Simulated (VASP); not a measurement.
## A first-principles U for free-standing triangular Ir monolayer, spacing 2.603 A

Wanted: U by linear response.

Method: PBE, spin-polarised from an antiferromagnetic start; plane waves and PAW (Ir, Ir), in the first sound run; inputs show where later runs differ, in VASP 6.6.1.

Report form: the programs' logs are mostly left out.

## Step 1: Starting point

The cell holds 4 atoms: 4 Ir. Cell: a = 5.206 Å, b = 5.206 Å, c = 14.000 Å, α = 90.0°, β = 90.0°, γ = 120.0°. It derives from Ir (free-standing triangular Ir monolayer, spacing 2.603 A), repeated 2×2×1. model lattice. Vacuum lies along c.

Coordinates:

```cif
data_structure
_symmetry_space_group_name_H-M 'P 1'
_symmetry_Int_Tables_number 1
_cell_length_a 5.2060
_cell_length_b 5.2060
_cell_length_c 14.0000
_cell_angle_alpha 90.000
_cell_angle_beta 90.000
_cell_angle_gamma 120.000
_cell_volume 328.60
loop_
_atom_site_label
_atom_site_type_symbol
_atom_site_fract_x
_atom_site_fract_y
_atom_site_fract_z
_atom_site_occupancy
Ir1 Ir 0.00000 0.00000 0.50000 1
Ir2 Ir 0.00000 0.50000 0.50000 1
Ir3 Ir 0.50000 0.00000 0.50000 1
Ir4 Ir 0.50000 0.50000 0.50000 1
```

## Step 2: Ground state

The shifted atom is typed as a species of its own, and density and orbitals are saved as the common start.

File INCAR:

```
SYSTEM = Ir
PREC = Normal
ENCUT = 350
EDIFF = 1E-06
NELM = 150
ISMEAR = 0
SIGMA = 0.1
LREAL = .FALSE.
ALGO = Normal
GGA = PE
NBANDS = 32
ISPIN = 2
MAGMOM = 0.6 -0.6 0.6 -0.6
LASPH = .TRUE.
LMAXMIX = 4
LORBIT = 11
LWAVE = .TRUE.
LCHARG = .TRUE.
KPAR = 2
AMIX = 0.2
BMIX = 1E-04
AMIX_MAG = 0.8
BMIX_MAG = 1E-04
```

File POSCAR:

```
Ir
1.0
    5.2060000000      0.0000000000      0.0000000000
   -2.6030000000      4.5085280000      0.0000000000
    0.0000000000      0.0000000000     14.0000000000
Ir Ir
1 3
Direct
    0.0000000000      0.0000000000      0.5000000000
    0.0000000000      0.5000000000      0.5000000000
    0.5000000000      0.0000000000      0.5000000000
    0.5000000000      0.5000000000      0.5000000000
```

File KPOINTS:

```
Automatic mesh
0
Gamma
5 5 1
0 0 0
```

PAW data sets: Ir and Ir (PBE family, release 64).

Launch:

```bash
$ mpirun -np 2 vasp_std
```

Elapsed: 25 s, on 2 MPI ranks of AMD EPYC 9R45, shared host; peak memory 0.47 GiB.

Numbers from this step:

| Item | Value |
| --- | --- |
| electronic cycles | 21 |
| electrons | 36 |
| free energy (TOTEN) | -28.60 eV |
| energy at zero smearing | -28.56 eV |
| Fermi energy | -3.632 eV |
| labelled metallic, from the levels on this mesh | yes |

The spin moment in the PAW sphere vanishes on all atoms.

The moments of the start collapsed, so the response belongs to a non-magnetic state; other starts were not tried.

## Step 3: Shifted potential, frozen density, alpha -0.2

This step: PBE, with a shift of one shell's potential, spin-polarised from an antiferromagnetic start; plane waves and PAW (Ir, Ir) (VASP 6.6.1).

With the density held, the shell's charge shows the bare response.

Changes to INCAR since step 2:

```diff
@@ -16,4 +16,4 @@
 LORBIT = 11
-LWAVE = .TRUE.
-LCHARG = .TRUE.
+LWAVE = .FALSE.
+LCHARG = .FALSE.
 KPAR = 2
@@ -23 +23,7 @@
 BMIX_MAG = 1E-04
+LDAU = .TRUE.
+LDAUTYPE = 3
+LDAUL = 2 -1
+LDAUU = -0.2 0
+LDAUJ = -0.2 0
+ICHARG = 11
```

POSCAR is that of step 2.

KPOINTS is that of step 2.

The WAVECAR or CHGCAR of an earlier step is read.

Launch:

```bash
$ mpirun -np 2 vasp_std
```

Elapsed: 5.8 s, on 2 MPI ranks; peak memory 0.43 GiB; 10 s of CPU time.

This step gave:

* electronic cycles: 4
* free energy (TOTEN): -27.24 eV
* energy at zero smearing: -27.20 eV
* Fermi energy: -3.585 eV

Energy at zero smearing: -27.20441 eV.

## Step 4: Shifted potential, relaxed density, alpha -0.2

With self-consistency the other electrons screen the shift.

Changes to INCAR since step 3:

```diff
@@ -28,2 +28 @@
 LDAUJ = -0.2 0
-ICHARG = 11
```

POSCAR is that of step 3.

KPOINTS is that of step 3.

Launch:

```bash
$ mpirun -np 2 vasp_std
```

It took 13 s on 2 MPI ranks; peak memory 0.46 GiB.

This step gave:

```
electronic cycles                                 : 10
free energy (TOTEN)                               : -27.22 eV
energy at zero smearing                           : -27.19 eV
Fermi energy                                      : -3.614 eV
moment of the cell, from the last line of the log : 0 μB
```

Energy at zero smearing: -27.18799 eV.

## Step 5: Shifted potential, frozen density, alpha -0.1

Changes to INCAR since step 4:

```diff
@@ -26,3 +26,4 @@
 LDAUL = 2 -1
-LDAUU = -0.2 0
-LDAUJ = -0.2 0
+LDAUU = -0.1 0
+LDAUJ = -0.1 0
+ICHARG = 11
```

POSCAR is that of step 4.

KPOINTS is that of step 4.

The WAVECAR or CHGCAR of an earlier step is read.

Launch:

```bash
$ mpirun -np 2 vasp_std
```

Run time: 5.2 s. Hardware: 2 MPI ranks; peak memory 0.44 GiB.

This step gave:

```
electronic cycles       : 3
free energy (TOTEN)     : -27.91 eV
energy at zero smearing : -27.88 eV
Fermi energy            : -3.609 eV
```

Energy at zero smearing: -27.87814 eV.

## Step 6: Shifted potential, relaxed density, alpha -0.1

Changes to INCAR since step 5:

```diff
@@ -28,2 +28 @@
 LDAUJ = -0.1 0
-ICHARG = 11
```

POSCAR is that of step 5.

KPOINTS is that of step 5.

Launch:

```bash
$ mpirun -np 2 vasp_std
```

The job ended after 11 s (2 MPI ranks; peak memory 0.47 GiB).

This step gave:

```
electronic cycles       : 8
energy at zero smearing : -27.87 eV
Fermi energy            : -3.623 eV
```

Energy at zero smearing: -27.87402 eV.

## Step 7: Shifted potential, frozen density, alpha 0.1

Changes to INCAR since step 6:

```diff
@@ -26,3 +26,4 @@
 LDAUL = 2 -1
-LDAUU = -0.1 0
-LDAUJ = -0.1 0
+LDAUU = 0.1 0
+LDAUJ = 0.1 0
+ICHARG = 11
```

POSCAR is that of step 6.

KPOINTS is that of step 6.

The run starts from files that an earlier step left in the folder.

Launch:

```bash
$ mpirun -np 2 vasp_std
```

Run time: 5.8 s. Hardware: 2 MPI ranks; peak memory 0.44 GiB; 9.7 s of CPU time.

Energy at zero smearing: -29.26115 eV.

## Step 8: Shifted potential, relaxed density, alpha 0.1

Changes to INCAR since step 7:

```diff
@@ -28,2 +28 @@
 LDAUJ = 0.1 0
-ICHARG = 11
```

POSCAR is that of step 7.

KPOINTS is that of step 7.

Launch:

```bash
$ mpirun -np 2 vasp_std
```

Run time: 12 s. Hardware: 2 MPI ranks; peak memory 0.46 GiB; 20 s of CPU time.

Energy at zero smearing: -29.25748 eV.

## Step 9: Shifted potential, frozen density, alpha 0.2

Changes to INCAR since step 8:

```diff
@@ -26,3 +26,4 @@
 LDAUL = 2 -1
-LDAUU = 0.1 0
-LDAUJ = 0.1 0
+LDAUU = 0.2 0
+LDAUJ = 0.2 0
+ICHARG = 11
```

POSCAR is that of step 8.

KPOINTS is that of step 8.

The run starts from files that an earlier step left in the folder.

Launch:

```bash
$ mpirun -np 2 vasp_std
```

The job ended after 6.6 s (2 MPI ranks; peak memory 0.43 GiB).

Energy at zero smearing: -29.97004 eV.

## Step 10: Shifted potential, relaxed density, alpha 0.2

Changes to INCAR since step 9:

```diff
@@ -28,2 +28 @@
 LDAUJ = 0.2 0
-ICHARG = 11
```

POSCAR is that of step 9.

KPOINTS is that of step 9.

Launch:

```bash
$ mpirun -np 2 vasp_std
```

It took 13 s on 2 MPI ranks; peak memory 0.46 GiB; 22 s of CPU time.

Energy at zero smearing: -29.95507 eV.

## Step 11: Summary

This step: linear-response U, PBE; plane waves and PAW (VASP 6.6.1).

No new run; the numbers come from the runs before.

Numbers from this step:

```
bare response          : 1.198 e/eV
screened response      : 0.3740 e/eV
U from linear response : 1.839 eV
```

Table of change of the charge in the shell of the shifted atom, thousandths of an electron by potential shift:

```csv
potential shift (eV),frozen density (e),relaxed density (e)
-0.200,-245,-73
-0.100,-120,-36
0.000,0,0
0.100,118,38
0.200,235,77
```

## Step 12: Results

| Item | Value |
| --- | --- |
| U from linear response | 1.84 eV |
| bare response | 1.20 e/eV |
| screened response | 0.374 e/eV |

What this shows: Linear response gives U = 1.8 eV for the d shell of Ir. The moments of the start collapsed, so this U belongs to a non-magnetic state, which need not be the crystal's. U = 1/χ − 1/χ₀, with χ the screened and χ₀ the bare slope of the shell's charge; in this program a positive shift raises the charge. The charges are printed to three decimals, which adds noise to both slopes. The value belongs to this projector sphere, magnetic state and cell; a small cell changes it, since the images are shifted too. The bare response exceeds the screened one, as it must for a positive U.

[Lines on the potential files, build, host, timing and source positions are cut from VASP's logs without a mark.]

[Logs are printed without paths, hosts, clocks, repeated set-up lines and the standing remarks that a program may print on its own settings, such as how far it seeks lower states.]

[Hosts, paths, dates, database ids (printed as entryN), source tags and the programs' standing remarks are cut or masked in the printed files.]

[In band tables of VASP the shares of atoms and orbitals are scaled to a sum of 1 inside the atoms' spheres.]

[Runs that stopped without an error message from VASP are left out.]
